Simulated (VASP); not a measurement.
Input:

```
CELL_PARAMETERS angstrom
     -1.60657     1.60657     3.93245
      1.60657    -1.60657     3.93245
      1.60657     1.60657    -3.93245
ATOMIC_POSITIONS crystal
  Si 0.66477 0.66477 0.00000
  Si 0.33523 0.33523 0.00000
  Mo 0.00000 0.00000 0.00000
```

Computed with optB86b-vdW, VASP's PBE PAW potentials (set 64) (plane waves; VASP 6.6.1). Run with 520 eV cut-off, 15×15×15 Γ-centred mesh, tetrahedra with Blöchl corrections, potentials Si Mo_sv.

### Question
Predict the energy per atom (σ→0), band gap (on the k-mesh) with the smallest direct gap where there is one.

### Answer

* **band gap (on the k-mesh)**: none (metal, semimetal or under 0.01 eV)
* **energy per atom (σ→0)**: -6.062 eV/atom

Only differences to runs with the same potentials and settings are physical.

The compound is MoSi2 in the MoSi2 type structure. It was relaxed first.
